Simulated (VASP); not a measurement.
OSZICAR of a VASP run on WS2 (2H layered):

OSZICAR:
```
       N       E                     dE             d eps       ncg     rms          rms(c)
DAV:   1     0.521083135585E+03    0.52108E+03   -0.28935E+04  1384   0.167E+03
DAV:   2    -0.172198551581E+02   -0.53830E+03   -0.52678E+03  1487   0.446E+02
DAV:   3    -0.521595205422E+02   -0.34940E+02   -0.33778E+02  1568   0.102E+02
DAV:   4    -0.531025600154E+02   -0.94304E+00   -0.94085E+00  1523   0.171E+01
DAV:   5    -0.531262025212E+02   -0.23643E-01   -0.23635E-01  1554   0.281E+00    0.398E+01
DAV:   6    -0.509190999315E+02    0.22071E+01   -0.12106E+01  1451   0.205E+01    0.171E+01
DAV:   7    -0.506719044429E+02    0.24720E+00   -0.34618E+00  1446   0.847E+00    0.616E+00
DAV:   8    -0.505554241075E+02    0.11648E+00   -0.57243E-01  1628   0.443E+00    0.197E+00
DAV:   9    -0.505559871129E+02   -0.56301E-03   -0.55205E-02  1664   0.120E+00    0.985E-01
DAV:  10    -0.505539438311E+02    0.20433E-02   -0.27788E-02  1605   0.105E+00    0.360E-01
DAV:  11    -0.505536109019E+02    0.33293E-03   -0.44309E-03  1526   0.404E-01    0.150E-01
DAV:  12    -0.505535795435E+02    0.31358E-04   -0.18827E-04  1529   0.912E-02    0.591E-02
DAV:  13    -0.505535869825E+02   -0.74389E-05   -0.82788E-05  1561   0.499E-02    0.197E-02
DAV:  14    -0.505535892094E+02   -0.22269E-05   -0.56318E-06  1540   0.138E-02    0.128E-02
DAV:  15    -0.505535891237E+02    0.85742E-07   -0.80321E-07  1443   0.540E-03
   1 F= -.50553589E+02 E0= -.50553589E+02  d E =-.505536E+02
       N       E                     dE             d eps       ncg     rms          rms(c)
DAV:   1    -0.505537837417E+02   -0.19453E-03   -0.56695E-03  1367   0.543E-01    0.688E-02
DAV:   2    -0.505536425807E+02    0.14116E-03   -0.73996E-04  1544   0.146E-01    0.559E-02
DAV:   3    -0.505536198830E+02    0.22698E-04   -0.65219E-05  1546   0.481E-02    0.223E-02
DAV:   4    -0.505536077811E+02    0.12102E-04   -0.40434E-05  1564   0.327E-02    0.169E-02
DAV:   5    -0.505536067299E+02    0.10512E-05   -0.31863E-06  1636   0.108E-02    0.100E-02
DAV:   6    -0.505536065602E+02    0.16970E-06   -0.11349E-06  1478   0.590E-03    0.139E-03
DAV:   7    -0.505536065711E+02   -0.10932E-07   -0.85631E-08   970   0.188E-03
   2 F= -.50553607E+02 E0= -.50553607E+02  d E =-.174475E-04
       N       E                     dE             d eps       ncg     rms          rms(c)
DAV:   1    -0.505536287736E+02   -0.22213E-04   -0.56038E-04  1339   0.171E-01    0.218E-02
DAV:   2    -0.505536152557E+02    0.13518E-04   -0.72774E-05  1531   0.457E-02    0.176E-02
DAV:   3    -0.505536130545E+02    0.22012E-05   -0.64513E-06  1547   0.151E-02    0.701E-03
DAV:   4    -0.505536116288E+02    0.14257E-05   -0.40010E-06  1514   0.103E-02    0.525E-03
DAV:   5    -0.505536115165E+02    0.11238E-06   -0.28619E-07  1167   0.335E-03    0.314E-03
DAV:   6    -0.505536115033E+02    0.13199E-07   -0.13779E-07   875   0.216E-03
   3 F= -.50553612E+02 E0= -.50553612E+02  d E =-.223796E-04
```

Problem. Which electronic solver shows in the log?

Solution. It is blocked Davidson (ALGO = Normal, or the opening steps of other solvers). The INCAR had ALGO = Normal.

Problem. Can the final energy be trusted as converged?

Solution. The run converged. It stopped with EDIFF = 1E-7, NELM = 100, NSW = 30 and EDIFFG = -0.01 after 3 ionic steps (PBEsol GGA, plane waves, VASP's PBE PAW potentials (set 64)). Without a dispersion term in the relaxation, distances and binding between the weakly bound layers, chains or molecules are unreliable, and so is what depends on them.

The compound is WS2 in the 2H layered structure. This run relaxes it. Symmetry was kept, so distortions that lower it aren't found.
